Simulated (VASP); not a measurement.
Input of a VASP 6.6.1 run:

Contents of run.py:

```python
from ase.calculators.vasp import Vasp
from ase.dft.bandgap import bandgap
from ase.io import read

atoms = read('Mg6CrCu.xyz')
atoms.set_initial_magnetic_moments([0.6, 3.0, 0.0, 0.0, 0.0, 0.0, 0.0, 0.0])
calc = Vasp(
    directory='calc',
    xc='rpbe',
    pp='PBE',
    setups='materialsproject',
    prec='Accurate',
    encut=520,
    ediff=1e-07,
    ismear=0,
    sigma=0.05,
    lreal=False,
    lasph=True,
    nelm=150,
    algo='Normal',
    isif=2,
    lwave=False,
    lcharg=False,
    ispin=2,
    lorbit=11,
    lmaxmix=4,
    kpts=[6, 5, 5],
    gamma=True,
)
atoms.calc = calc

print('energy (eV):', atoms.get_potential_energy())
print('free energy (eV):', atoms.get_potential_energy(force_consistent=True))
print('forces (eV/A):')
print(atoms.get_forces())
print('stress (eV/A^3, Voigt):', atoms.get_stress())
print('Fermi level (eV):', calc.get_fermi_level())
print('moment (muB):', atoms.get_magnetic_moment())
print('site moments (muB):', atoms.get_magnetic_moments())
gap, top, bottom = bandgap(calc)
print('band gap (eV):', gap, 'from (spin, k, band)', top, 'to', bottom)
```

Contents of Mg6CrCu.xyz:

```xyz
8
Lattice="4.9070180000 0.0000000000 0.0000000000 0.0000000000 3.0655915000 5.2655970000 0.0000000000 -3.0655915000 5.2655970000" Properties=species:S:1:pos:R:3 pbc="T T T"
Cu     2.4535090000      0.0000000000      8.7772447017
Cr     2.4535090000      0.0000000000      3.5057607642
Mg     0.0000000000      0.0000000000      1.7904925415
Mg     0.0000000000      0.0000000000      7.0631875662
Mg     0.0000000000      1.5381911910      4.3494884339
Mg     0.0000000000     -1.5381911910      4.3494884339
Mg     2.4535090000      1.5424033138      6.1445725760
Mg     2.4535090000     -1.5424033138      6.1445725760
```

Potentials or basis: VASP PAW PBE potentials, release 64 (Cu_pv, Cr_pv, Mg_pv).

Command:

```sh
$ python run.py
```

Q: Predict the pressure.

A: 1.6 GPa.

Q: What does it give for the band gap on the k mesh?

A: None (metal or under the smearing width).

Forces on the atoms (eV/Å):
```
Cu   0.000  0.000  0.009
Cr   0.000  0.000  0.016
Mg   0.000  0.000  0.017
Mg   0.000  0.000  0.074
Mg   0.000  0.047 -0.046
Mg   0.000 -0.047 -0.046
Mg   0.000 -0.001 -0.012
Mg   0.000  0.001 -0.012
```

Caveat: the PAW data sets were made with another functional, which shifts forces and pressure a little.
